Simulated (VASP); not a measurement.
Take Ni3Si (L1_2), from the solid elements, with no thermal terms, in VASP with PAW potentials, and its formation energy.

One run gives -0.460 eV/atom. Which level is it?
A. PBEsol
B. PBE
C. LDA
D. r2SCAN

B, PBE.  The others give -0.442 (r2SCAN), -0.556 (LDA), -0.535 (PBEsol).

Only levels that ran to the end are used. Left out are those held back, those with too coarse a band path, GW runs whose mesh misses a band edge, hybrids' fits of cells that aren't cubic and levels without matching references; a question may draw on a part of the rest.
